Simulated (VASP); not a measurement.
# Mg6SiNi (Amm2) in VASP: reference runs

Reference runs on Mg6SiNi: the cell as given and a disturbed copy.

Everything below comes from runs of VASP 6.6.1. Logs are shortened: lines on timing, memory, paths and dates and some standing lists are left out, and cuts for length are marked.

## 1. The crystal as given

It takes space group Amm2 (No. 38, orthorhombic). Conventional cell: a = 4.670 Å, b = 6.135 Å, c = 10.464 Å, α = 90.00°, β = 90.00°, γ = 90.00°. Ni (site symmetry mm2) has 2 Si at 2.75 Å and 8 Mg at 2.78 to 3.07 Å as nearest neighbours. Si (site symmetry mm2) has 2 Ni at 2.75 Å and 8 Mg at 2.81 to 3.07 Å as nearest neighbours. Mg (site symmetry mm2) has 10 Mg at 2.93 to 3.07 Å and 2 Si at 3.07 Å as nearest neighbours. Mg (site symmetry m) is surrounded by 1 Si at 2.81 Å and 7 Mg at 2.89 to 3.07 Å and 2 Ni at 2.91 Å. Mg (site symmetry mm2) is surrounded by 10 Mg at 2.93 to 3.05 Å and 2 Ni at 3.07 Å. Mg (site symmetry m) is surrounded by 1 Ni at 2.78 Å and 2 Si at 2.91 Å and 8 Mg at 2.93 to 3.17 Å.

The cell comes from a database or a generator and needn't be the stable form of this composition.

## 2. Single point, PBE, collinear spin, ferromagnetic start

Contents of INCAR:

```
SYSTEM = Mg6SiNi
ALGO     = Normal         ! electronic algorithm
EDIFF    = 1E-7           ! SCF threshold, eV
ENCUT    = 520            ! plane-wave cutoff, eV
GGA      = PE             ! functional
ISIF     = 2              ! what is computed and relaxed
ISMEAR   = -1             ! smearing method
ISPIN    = 2              ! spin polarisation
LASPH    = .TRUE.         ! aspherical terms in the spheres
LCHARG   = .TRUE.         ! write CHGCAR
LELF     = .TRUE.         ! ELF
LMAXMIX  = 4              ! l up to which the mixer works
LORBIT   = 11             ! projections on sites
LREAL    = .FALSE.        ! projectors in reciprocal space
LVHAR    = .TRUE.       
LWAVE    = .FALSE.        ! write WAVECAR
MAGMOM   = 1 0 0 0 0 0 0 0 ! initial moments
NBANDS   = 27             ! bands
NELM     = 120            ! most SCF steps
PREC     = Accurate       ! precision mode
SIGMA    = 0.05           ! smearing width, eV
```

Contents of KPOINTS:

```
k-points
0
G
  6 5 5
  0 0 0
```

Contents of POSCAR:

```
Mg6SiNi
1.0
    4.6701100000      0.0000000000      0.0000000000
    0.0000000000      3.0672875000      5.2321035000
    0.0000000000     -3.0672875000      5.2321035000
Ni Si Mg
1 1 6
Direct
    0.0000000000      0.8166250000      0.8166250000
    0.5000000000      0.6783400000      0.6783400000
    0.5000000000      0.1673080000      0.1673080000
    0.5000000000      0.6727330000      0.1441070000
    0.5000000000      0.1441070000      0.6727330000
    0.0000000000      0.3368880000      0.3368880000
    0.0000000000      0.8333260000      0.3506740000
    0.0000000000      0.3506740000      0.8333260000
```

Potentials or basis: VASP PAW PBE potentials, release 64 (Ni, Si, Mg).

On the command line:

```console
$ cat potpaw_PBE.64/Ni/POTCAR potpaw_PBE.64/Si/POTCAR potpaw_PBE.64/Mg/POTCAR > POTCAR
$ mpirun -np 1 vasp_std > vasp.out
```

OUTCAR:

```text
SYSTEM = Mg6SiNi
   EDIFF = 1E-7
   ENCUT = 520
   GGA = PE
   ISIF = 2
   ISMEAR = -1
   ISPIN = 2
   LASPH = .TRUE.
   LORBIT = 11
   LREAL = .FALSE.
   NELM = 120
   PREC = Accurate

 ion  position               nearest neighbor table
   1  0.000  0.817  0.817-   2 2.75   2 2.75   8 2.78   7 2.78   5 2.91   4 2.91   4 2.91   5 2.91
                             6 3.07   6 3.07   8 3.29   7 3.29
   2  0.500  0.678  0.678-   1 2.75   1 2.75   5 2.81   4 2.81   8 2.91   7 2.91   7 2.91   8 2.91
                             3 3.07   3 3.07   5 3.26   4 3.26
   3  0.500  0.167  0.167-   7 2.93   8 2.93   7 2.93   8 2.93   6 2.93   6 2.93   4 3.00   5 3.00
                             2 3.07   2 3.07   4 3.07   5 3.07
   4  0.500  0.673  0.144-   2 2.81   5 2.89   1 2.91   1 2.91   6 2.94   6 2.94   3 3.00   7 3.03
                             7 3.03   3 3.07   5 3.24   2 3.26
   5  0.500  0.144  0.673-   2 2.81   4 2.89   1 2.91   1 2.91   6 2.94   6 2.94   3 3.00   8 3.03
                             8 3.03   3 3.07   4 3.24   2 3.26
   6  0.000  0.337  0.337-   3 2.93   3 2.93   5 2.94   4 2.94   4 2.94   5 2.94   7 3.01   8 3.01
                             8 3.05   7 3.05   1 3.07   1 3.07
   7  0.000  0.833  0.351-   1 2.78   2 2.91   2 2.91   3 2.93   3 2.93   8 2.96   6 3.01   4 3.03
                             4 3.03   6 3.05   8 3.17   1 3.29
   8  0.000  0.351  0.833-   1 2.78   2 2.91   2 2.91   3 2.93   3 2.93   7 2.96   6 3.01   5 3.03
                             5 3.03   6 3.05   7 3.17   1 3.29

  LATTYP: Found a base centered orthorhombic cell.
 ALAT       =     6.1345750000
 B/A-ratio  =     1.7057753797
 C/A-ratio  =     0.7612768611

  Lattice vectors:

 A1 = (   0.0000000000,   3.0672875000,  -5.2321035000)
 A2 = (   0.0000000000,   3.0672875000,   5.2321035000)
 A3 = (   4.6701100000,   0.0000000000,   0.0000000000)

Analysis of symmetry for initial positions (statically):
=====================================================================
 Subroutine PRICEL returns:
 Original cell was already a primitive cell.

 Routine SETGRP: Setting up the symmetry group for a
 base centered orthorhombic supercell.

 Subroutine GETGRP returns: Found  4 space group operations
 (whereof  4 operations were pure point group operations)
 out of a pool of  8 trial point group operations.

The static configuration has the point symmetry C_2v.

Analysis of symmetry for dynamics (positions and initial velocities):
=====================================================================
 Subroutine PRICEL returns:
 Original cell was already a primitive cell.

 Routine SETGRP: Setting up the symmetry group for a
 base centered orthorhombic supercell.

 Subroutine GETGRP returns: Found  4 space group operations
 (whereof  4 operations were pure point group operations)
 out of a pool of  8 trial point group operations.

The dynamic configuration has the point symmetry C_2v.

Analysis of structural, dynamic, and magnetic symmetry:
=====================================================================
 Subroutine PRICEL returns:
 Original cell was already a primitive cell.

 Routine SETGRP: Setting up the symmetry group for a
 base centered orthorhombic supercell.

 Subroutine GETGRP returns: Found  4 space group operations
 (whereof  4 operations were pure point group operations)
 out of a pool of  8 trial point group operations.

The overall configuration has the point symmetry C_2v.

 Subroutine INISYM returns: Found  4 space group operations
 (whereof  4 operations are pure point group operations),
 and found     1 'primitive' translations

----------------------------------------------------------------------------------------

                                     Primitive cell

  volume of cell :     149.8953

  direct lattice vectors                    reciprocal lattice vectors
     4.670110000  0.000000000  0.000000000     0.214127719  0.000000000  0.000000000
     0.000000000  3.067287500  5.232103500     0.000000000  0.163010477  0.095563859
     0.000000000 -3.067287500  5.232103500     0.000000000 -0.163010477  0.095563859

  length of vectors
     4.670110000  6.064912171  6.064912171     0.214127719  0.188957315  0.188957315

  position of ions in fractional coordinates (direct lattice)
     0.000000000  0.816625000  0.816625000
     0.500000000  0.678340000  0.678340000
     0.500000000  0.167308000  0.167308000
     0.500000000  0.672733000  0.144107000
     0.500000000  0.144107000  0.672733000
     0.000000000  0.336888000  0.336888000
     0.000000000  0.833326000  0.350674000
     0.000000000  0.350674000  0.833326000

  ion indices of the primitive-cell ions
   primitive index   ion index
                 1           1
                 2           2
                 3           3
                 4           4
                 5           5
                 6           6
                 7           7
                 8           8

[... 25 lines left out ...]

 Following reciprocal coordinates:
            Coordinates               Weight
  0.000000  0.000000  0.000000      1.000000
  0.166667  0.000000  0.000000      2.000000
  0.333333  0.000000  0.000000      2.000000
  0.500000  0.000000  0.000000      1.000000
  0.000000  0.200000 -0.000000      4.000000
  0.166667  0.200000 -0.000000      8.000000
[... 16 lines left out ...]
  0.333333 -0.400000  0.200000      8.000000
  0.500000 -0.400000  0.200000      4.000000
 [... further k-points ...]
   k-points           NKPTS =     36   k-points in BZ     NKDIM =     36   number of bands    NBANDS=     27
   number of dos      NEDOS =    301   number of ions     NIONS =      8
   total plane-waves  NPLWV =  82944
   dimension x,y,z NGX =    36 NGY =   48 NGZ =   48
   dimension x,y,z NGXF=    72 NGYF=   96 NGZF=   96
   ions per type =               1   1   6
   NGX,Y,Z   is equivalent  to a cutoff of  12.82, 13.16, 13.16 a.u.
   NGXF,Y,Z  is equivalent  to a cutoff of  25.63, 26.31, 26.31 a.u.
 SYSTEM =  Mg6SiNi
   PREC   = accura    normal or accurate (medium, high low for compatibility)
   ISTART =      0    job   : 0-new  1-cont  2-samecut
   ICHARG =      2    charge: 1-file 2-atom 10-const
   ISPIN  =      2    spin polarized calculation?
   LNONCOLLINEAR =      F non collinear calculations
   LSORBIT =      F    spin-orbit coupling
   LASPH  =      T    aspherical Exc in radial PAW
   ENCUT  =  520.0 eV  38.22 Ry    6.18 a.u.   8.68 11.28 11.28*2*pi/ulx,y,z
   NELM   =    120;   NELMIN=  2; NELMDL= -5     # of ELM steps
   EDIFF  = 0.1E-06   stopping-criterion for ELM
   LREAL  =      F    real-space projection
   EDIFFG = 0.1E-05   stopping-criterion for IOM
   NSW    =      0    number of steps for IOM
   IBRION =     -1    ionic relax: 0-MD 1-quasi-New 2-CG
   NFREE  =      0    steps in history (QN), initial steepest desc. (CG)
   ISIF   =      2    stress and relaxation
   ISYM   =      2    0-nonsym 1-usesym 2-fastsym
   POTIM  = 0.5000    time-step for ionic-motion
   TEBEG  =    0.0;   TEEND  =   0.0 temperature during run
   PSTRESS=    0.0 pullay stress
   NELECT =      26.0000    total number of electrons
   NUPDOWN=      -1.0000    fix difference up-down
   EMIN   =  10.00;   EMAX   =-10.00  energy-range for DOS
   EFERMI =   0.00;   METHOD = LEGACY
   ISMEAR =    -1;   SIGMA  =   0.05  broadening in eV -4-tet -1-fermi 0-gaus
   EFERMI_NEDOS =   21; number of points for ismear=-14 and -15
   IALGO  =     38    algorithm
   IMIX   =      4    mixing-type and parameters
     AMIX     =   0.40;   BMIX     =  1.00
     AMIX_MAG =   1.60;   BMIX_MAG =  1.00
  volume/ion in A,a.u.               =      18.74       126.44
  Fermi-wavevector in a.u.,A,eV,Ry     =   0.912998  1.725317 11.341353  0.833566
  Thomas-Fermi vector in A             =   2.037459
   LORBIT       =     11    0 simple, 1 ext, 2 COOP (PROOUT), +10 PAW based schemes
   GGA     = PE    functional components
   LHFCALC =     F    Hartree Fock is set to
   AEXX    =    0.0000 exact exchange contribution
   IVDW    =     0    specifies the selected vdW correction
   LEPSILON=     F    determine dielectric tensor
   LRPA    =     F    only Hartree local field effects (RPA)
 spin polarized calculation
  energy-cutoff  :      520.00
  volume of cell :      149.90
 maximum number of plane-waves:      4073
 NGX is ok and might be reduce to    36
   NGX = 17   NGY = 23   NGZ = 23

 number of electron      26.0000006 magnetization       0.0005049

 number of electron      26.0000006 magnetization      -0.0000826

 Free energy of the ion-electron system (eV)
  ---------------------------------------------------
  ext. energy  EPLUGINS =         0.00000000
  ---------------------------------------------------
  free energy    TOTEN  =       -19.65956996 eV

  energy without entropy =      -19.63770572  energy(sigma->0) =      -19.64863784

 E-fermi :   4.1409     XC(G=0):  -9.3934

 val. band max:        4.0975058517   @ k =   0.3333   0.2000  -0.0000
 cond. band min:       4.1746931763   @ k =   0.1667   0.4000  -0.0000
 fundamental gap:      0.0771873246
 Fermi energy:         4.1409111619

 spin component 1

 k-point     1 :       0.0000    0.0000    0.0000
  band No.  band energies     occupation
      1      -4.8581      1.00000
      2      -0.7407      1.00000
      3       0.5422      1.00000
      4       0.5708      1.00000
      5       1.6032      1.00000
      6       1.7016      1.00000
[... 661 lines left out ...]
     24       9.7977      0.00000
     25      10.1796      0.00000

 [... further k-points ...]

 spin component 2

 k-point     1 :       0.0000    0.0000    0.0000
  band No.  band energies     occupation
      1      -4.8581      1.00000
      2      -0.7407      1.00000
      3       0.5422      1.00000
      4       0.5708      1.00000
      5       1.6032      1.00000
      6       1.7016      1.00000
[... 661 lines left out ...]
     24       9.7977      0.00000
     25      10.1796      0.00000

 [... further k-points ...]

 [bands above 25 left out]

------------------------ aborting loop because EDIFF is reached ----------------------------------------

  FORCE on cell =-STRESS in cart. coord.  units (eV):
  Direction    XX          YY          ZZ          XY          YZ          ZX
  --------------------------------------------------------------------------------------
  -------------------------------------------------------------------------------------
  Total        0.3264421      0.2457333      0.1892874      0.0000000      0.0000000      0.0000000
  in kB        3.4892235      2.6265557      2.0232261      0.0000000      0.0000000      0.0000000
  external PRESSURE =       2.7130018 kB  Pullay stress =       0.0000000 kB

 VOLUME and BASIS-vectors are now :
 -----------------------------------------------------------------------------
  energy-cutoff  :      520.00
  volume of cell :      149.90
      direct lattice vectors                 reciprocal lattice vectors
     4.670110000  0.000000000  0.000000000     0.214127719  0.000000000  0.000000000
     0.000000000  3.067287500  5.232103500     0.000000000  0.163010477  0.095563859
     0.000000000 -3.067287500  5.232103500     0.000000000 -0.163010477  0.095563859

 POSITION                                       TOTAL-FORCE (eV/Angst)
 -----------------------------------------------------------------------------------
      0.00000      0.00000      8.54533         0.000000      0.000000     -0.043754
      2.33506      0.00000      7.09829         0.000000      0.000000      0.020975
      2.33506      0.00000      1.75075         0.000000      0.000000      0.017724
      2.33506      1.62145      4.27379         0.000000     -0.000648     -0.006327
      2.33506     -1.62145      4.27379         0.000000      0.000648     -0.006327
      0.00000      0.00000      3.52527         0.000000      0.000000     -0.000005
      0.00000      1.48043      6.19481         0.000000     -0.008323      0.008857
      0.00000     -1.48043      6.19481         0.000000      0.008323      0.008857
 -----------------------------------------------------------------------------------
    total drift:                               -0.000000      0.000000     -0.000186

  FREE ENERGIE OF THE ION-ELECTRON SYSTEM (eV)
  ---------------------------------------------------
  free  energy   TOTEN  =       -19.6595699585 eV

  energy  without entropy=      -19.6377057160  energy(sigma->0) =      -19.64863784

 total charge

# of ion       s       p       d       tot
------------------------------------------
    1        0.392   0.273   8.378   9.043
    2        0.802   0.763   0.000   1.566
    3        0.225   0.152   0.019   0.396
    4        0.202   0.147   0.020   0.368
    5        0.202   0.147   0.020   0.368
    6        0.214   0.165   0.014   0.393
    7        0.200   0.147   0.020   0.368
    8        0.200   0.147   0.020   0.368
--------------------------------------------------
tot          2.437   1.942   8.491  12.870

 magnetization (x)

# of ion       s       p       d       tot
------------------------------------------
    1       -0.000  -0.000  -0.000  -0.000
    2       -0.000   0.000   0.000   0.000
    3        0.000  -0.000  -0.000  -0.000
    4        0.000   0.000   0.000   0.000
    5        0.000   0.000   0.000   0.000
    6        0.000   0.000  -0.000   0.000
    7        0.000   0.000   0.000   0.000
    8        0.000   0.000   0.000   0.000
--------------------------------------------------
tot         -0.000   0.000  -0.000  -0.000
```

It took 7.4 min on 1 thread of AMD EPYC 7R43 (Zen 3), shared host; peak memory 0.45 GiB.

Results:

```
Free energy                                           : -19.6596 eV
Pressure                                              : 0.3 GPa
Largest force                                         : 0.044 eV/Å
Band gap on the k mesh                                : none (metal or under the smearing width)
Net moment                                            : 0.00 μB per cell
Valence electrons inside the program's atomic spheres : Ni 9.04; Si 1.57; Mg 0.40, 0.37, 0.39
```

Forces in eV/Å, atoms in the order of the input:
```
Ni   0.000  0.000 -0.044
Si   0.000  0.000  0.021
Mg   0.000  0.000  0.018
Mg   0.000 -0.001 -0.006
Mg   0.000  0.001 -0.006
Mg   0.000  0.000  0.000
Mg   0.000 -0.008  0.009
Mg   0.000  0.008  0.009
```

(Part 1 of 2 ends here.)
